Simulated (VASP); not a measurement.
Computed with r2SCAN meta-GGA, VASP's PBE PAW potentials (set 64) (plane waves; VASP).

VASP input:

### KPOINTS
```
kpoints
0
G
 13 13 13
0 0 0
```

### POSCAR
```
Zr
1.0
 -1.7978550000   1.7978550000   1.7978550000
  1.7978550000  -1.7978550000   1.7978550000
  1.7978550000   1.7978550000  -1.7978550000
Zr
1
Cart
  0.0000000000   0.0000000000   0.0000000000
```

### INCAR
```
SYSTEM = Zr
PREC = Accurate
ENCUT = 400
EDIFF = 1E-6
NELM = 100
ALGO = Normal
LREAL = .FALSE.
LASPH = .TRUE.
ISMEAR = 1
SIGMA = 0.1
METAGGA = R2SCAN
LMIXTAU = .TRUE.
LMAXMIX = 4
LWAVE = .FALSE.
LCHARG = .FALSE.
IBRION = 2
ISIF = 3
NSW = 60
EDIFFG = -0.01
```

POTCAR, in this order: Zr_sv (PBE.64 set). Program: vasp_std.

What VASP printed:

OUTCAR:
```
 ion  position               nearest neighbor table
   1  0.000  0.000  0.000-
  LATTYP: Found a body centered cubic cell.
 ALAT       =     3.5957100000
 Subroutine PRICEL returns:
 Original cell was already a primitive cell.
 Subroutine GETGRP returns: Found 48 space group operations
The static configuration has the point symmetry O_h .
The dynamic configuration has the point symmetry O_h .
 Subroutine INISYM returns: Found 48 space group operations
 Subroutine IBZKPT returns following result:
 Found     84 irreducible k-points:

 Following reciprocal coordinates:
            Coordinates               Weight
  0.000000  0.000000  0.000000      1.000000
  0.076923  0.000000  0.000000     12.000000
  0.153846  0.000000  0.000000     12.000000
  0.230769  0.000000  0.000000     12.000000
  0.307692  0.000000  0.000000     12.000000
  0.384615  0.000000  0.000000     12.000000
  0.461538  0.000000  0.000000     12.000000
  0.076923  0.076923  0.000000     24.000000
  0.153846  0.076923  0.000000     48.000000
  0.230769  0.076923  0.000000     48.000000
  0.307692  0.076923  0.000000     48.000000
  0.384615  0.076923  0.000000     48.000000
  0.461538  0.076923  0.000000     24.000000
  0.153846  0.153846  0.000000     24.000000
  0.230769  0.153846  0.000000     48.000000
  0.307692  0.153846  0.000000     48.000000
  0.384615  0.153846  0.000000     48.000000
  0.230769  0.230769  0.000000     24.000000
  0.307692  0.230769  0.000000     48.000000
  0.384615  0.230769  0.000000     24.000000
  0.307692  0.307692  0.000000     24.000000
  0.076923  0.076923  0.076923      8.000000
  0.153846  0.076923  0.076923     24.000000
  0.230769  0.076923  0.076923     24.000000
  0.307692  0.076923  0.076923     24.000000
  0.384615  0.076923  0.076923     24.000000
 -0.076923  0.076923  0.076923      6.000000
  0.153846  0.153846  0.076923     24.000000
  0.230769  0.153846  0.076923     48.000000
  0.307692  0.153846  0.076923     48.000000
  0.384615  0.153846  0.076923     24.000000
 -0.153846  0.153846  0.076923     24.000000
  0.230769  0.230769  0.076923     24.000000
  0.307692  0.230769  0.076923     48.000000
 -0.230769  0.230769  0.076923     24.000000
 -0.153846  0.230769  0.076923     24.000000
  0.307692  0.307692  0.076923      8.000000
 -0.307692  0.307692  0.076923     24.000000
 -0.230769  0.307692  0.076923     48.000000
 -0.384615  0.384615  0.076923     24.000000
   k-points           NKPTS =     84   k-points in BZ     NKDIM =     84   number of bands    NBANDS=     10
   number of dos      NEDOS =    301   number of ions     NIONS =      1
   total plane-waves  NPLWV =   8000
   dimension x,y,z NGX =    20 NGY =   20 NGZ =   20
   dimension x,y,z NGXF=    40 NGYF=   40 NGZF=   40
   ions per type =               1
   PREC   = accura    normal or accurate (medium, high low for compatibility)
   ISTART =      0    job   : 0-new  1-cont  2-samecut
   ICHARG =      2    charge: 1-file 2-atom 10-const
   ISPIN  =      1    spin polarized calculation?
   LNONCOLLINEAR =      F non collinear calculations
   LSORBIT =      F    spin-orbit coupling
   INIWAV =      1    electr: 0-lowe 1-rand  2-diag
   ENCUT  =  400.0 eV  29.40 Ry    5.42 a.u.   5.08  5.08  5.08*2*pi/ulx,y,z
   NELM   =    100;   NELMIN=  2; NELMDL= -5     # of ELM steps
   EDIFF  = 0.1E-05   stopping-criterion for ELM
   LREAL  =      F    real-space projection
   NLSPLINE    = F    spline interpolate recip. space projectors
   LMAXMIX     =    4 max onsite mixed and CHGCAR
   VOSKOWN=      0    Vosko Wilk Nusair interpolation
...
```

### OSZICAR
```
       N       E                     dE             d eps       ncg     rms          rms(c)
DAV:   1     0.531453665744E+02    0.53145E+02   -0.63026E+03  1704   0.101E+03
DAV:   2    -0.261580791256E+02   -0.79303E+02   -0.77721E+02  1850   0.279E+02
DAV:   3    -0.292101024628E+02   -0.30520E+01   -0.29610E+01  2348   0.454E+01
DAV:   4    -0.293176508466E+02   -0.10755E+00   -0.10727E+00  2076   0.833E+00
DAV:   5    -0.293207333893E+02   -0.30825E-02   -0.30818E-02  2356   0.106E+00    0.128E+01
DAV:   6    -0.217034051702E+02    0.76173E+01   -0.45565E+00  2218   0.196E+01    0.245E+00
DAV:   7    -0.230559439665E+02   -0.13525E+01   -0.31563E-01  1762   0.676E+00    0.140E+00
DAV:   8    -0.220527753752E+02    0.10032E+01   -0.90756E-01  1920   0.870E+00    0.140E+00
DAV:   9    -0.226089003356E+02   -0.55612E+00   -0.73853E-01  1772   0.653E+00    0.582E-01
DAV:  10    -0.226106552862E+02   -0.17550E-02   -0.90900E-03  2092   0.113E+00    0.464E-01
DAV:  11    -0.225762339693E+02    0.34421E-01   -0.67610E-03  2466   0.833E-01    0.615E-01
DAV:  12    -0.226295165840E+02   -0.53283E-01   -0.10957E-02  2204   0.136E+00    0.208E-01
DAV:  13    -0.226282518630E+02    0.12647E-02   -0.31738E-03  1780   0.699E-01    0.159E-01
DAV:  14    -0.226282683853E+02   -0.16522E-04   -0.47159E-04  2488   0.141E-01    0.163E-01
DAV:  15    -0.226283461472E+02   -0.77762E-04   -0.25270E-05  1854   0.515E-02    0.176E-01
DAV:  16    -0.226283942618E+02   -0.48115E-04   -0.60644E-05  2106   0.926E-02    0.166E-01
DAV:  17    -0.226283874073E+02    0.68545E-05   -0.31074E-04  1958   0.182E-01    0.158E-01
DAV:  18    -0.226283772484E+02    0.10159E-04   -0.64975E-05  1812   0.855E-02    0.138E-01
DAV:  19    -0.226283152390E+02    0.62009E-04   -0.14070E-04  2566   0.123E-01    0.709E-02
DAV:  20    -0.226283099725E+02    0.52665E-05   -0.24395E-05  2060   0.506E-02    0.387E-02
DAV:  21    -0.226283030420E+02    0.69304E-05   -0.61821E-06  2174   0.280E-02    0.154E-02
DAV:  22    -0.226283047492E+02   -0.17072E-05   -0.17785E-06  1298   0.157E-02    0.262E-03
DAV:  23    -0.226283031222E+02    0.16270E-05   -0.16183E-07   860   0.454E-03    0.622E-04
DAV:  24    -0.226283035954E+02   -0.47320E-06   -0.72872E-08   870   0.295E-03
   1 F= -.22628304E+02 E0= -.22628070E+02  d E =-.226283E+02
       N       E                     dE             d eps       ncg     rms          rms(c)
DAV:   1    -0.226930960309E+02   -0.64793E-01   -0.23288E+00  1850   0.182E+01    0.256E+00
DAV:   2    -0.226297599974E+02    0.63336E-01   -0.16392E-01  1868   0.493E+00    0.660E-01
DAV:   3    -0.226226657148E+02    0.70943E-02   -0.65380E-02  1942   0.241E+00    0.444E-01
DAV:   4    -0.226239694470E+02   -0.13037E-02   -0.84131E-03  2216   0.950E-01    0.217E-01
DAV:   5    -0.226271589648E+02   -0.31895E-02   -0.50542E-03  1796   0.796E-01    0.104E-01
DAV:   6    -0.226282028105E+02   -0.10438E-02   -0.35554E-03  2688   0.566E-01    0.510E-02
DAV:   7    -0.226285844696E+02   -0.38166E-03   -0.62316E-04  1826   0.299E-01    0.245E-02
DAV:   8    -0.226285889746E+02   -0.45050E-05   -0.98385E-05  2370   0.647E-02    0.110E-02
DAV:   9    -0.226285839368E+02    0.50378E-05   -0.23594E-06  1522   0.157E-02    0.268E-03
DAV:  10    -0.226285852851E+02   -0.13483E-05   -0.30199E-07   884   0.711E-03    0.159E-03
DAV:  11    -0.226285864047E+02   -0.11195E-05   -0.41461E-07   864   0.716E-03    0.642E-04
DAV:  12    -0.226285865344E+02   -0.12975E-06   -0.91487E-08   858   0.315E-03
   2 F= -.22628587E+02 E0= -.22627901E+02  d E =-.282939E-03
       N       E                     dE             d eps       ncg     rms          rms(c)
DAV:   1    -0.226436083368E+02   -0.15022E-01   -0.51671E-01  1832   0.863E+00    0.117E+00
DAV:   2    -0.226296428398E+02    0.13965E-01   -0.38830E-02  1850   0.240E+00    0.318E-01
DAV:   3    -0.226282977572E+02    0.13451E-02   -0.15209E-02  1892   0.114E+00    0.200E-01
DAV:   4    -0.226286073953E+02   -0.30964E-03   -0.15902E-03  1794   0.427E-01    0.991E-02
DAV:   5    -0.226291365227E+02   -0.52913E-03   -0.13721E-03  1916   0.391E-01    0.444E-02
DAV:   6    -0.226294538176E+02   -0.31729E-03   -0.63555E-04  2440   0.258E-01    0.185E-02
DAV:   7    -0.226295306448E+02   -0.76827E-04   -0.11504E-04  1898   0.123E-01    0.118E-02
DAV:   8    -0.226295279893E+02    0.26554E-05   -0.90673E-06  2148   0.232E-02    0.305E-03
DAV:   9    -0.226295298134E+02   -0.18240E-05   -0.62707E-07  1052   0.738E-03    0.212E-03
DAV:  10    -0.226295291960E+02    0.61732E-06   -0.14802E-07   860   0.404E-03
   3 F= -.22629529E+02 E0= -.22629050E+02  d E =-.122560E-02
```

OUTCAR:
```
------------------------ aborting loop because EDIFF is reached ----------------------------------------
  FORCE on cell =-STRESS in cart. coord.  units (eV):
  Direction    XX          YY          ZZ          XY          YZ          ZX
  --------------------------------------------------------------------------------------
  Total       -0.0015069     -0.0015069     -0.0015069     -0.0000000      0.0000000      0.0000000
  in kB       -0.1053042     -0.1053042     -0.1053042     -0.0000000      0.0000000      0.0000000
  external PRESSURE =      -0.1053042 kB  Pullay stress =       0.0000000 kB
  volume of cell :       22.93
      direct lattice vectors                 reciprocal lattice vectors
    -1.789611298  1.789611298  1.789611298     0.000000000  0.279390279  0.279390279
     1.789611298 -1.789611298  1.789611298     0.279390279  0.000000000  0.279390279
     1.789611298  1.789611298 -1.789611298     0.279390279  0.279390279  0.000000000
 POSITION                                       TOTAL-FORCE (eV/Angst)
 -----------------------------------------------------------------------------------
      0.00000      0.00000      0.00000        -0.000000      0.000000      0.000000
 -----------------------------------------------------------------------------------
    total drift:                                0.000000     -0.000000      0.000000
  FREE ENERGIE OF THE ION-ELECTRON SYSTEM (eV)
  ---------------------------------------------------
  free  energy   TOTEN  =       -22.6295291960 eV

  energy  without entropy=      -22.6280914470  energy(sigma->0) =      -22.62904995

 reached required accuracy - stopping structural energy minimisation
```
(Selected blocks of OUTCAR.)

File CONTCAR:
```
Zr
   1.00000000000000
    -1.7896112979509522    1.7896112979509522    1.7896112979509522
     1.7896112979509522   -1.7896112979509522    1.7896112979509522
     1.7896112979509522    1.7896112979509522   -1.7896112979509522
  Zr
     1
Direct
     0.0000000000000000    0.0000000000000000    0.0000000000000000
```

The structure was generated: Zr was put into the bcc type (Im-3m), which need not be its known phase. This run relaxes it. Symmetry was kept, so distortions that lower it aren't found.
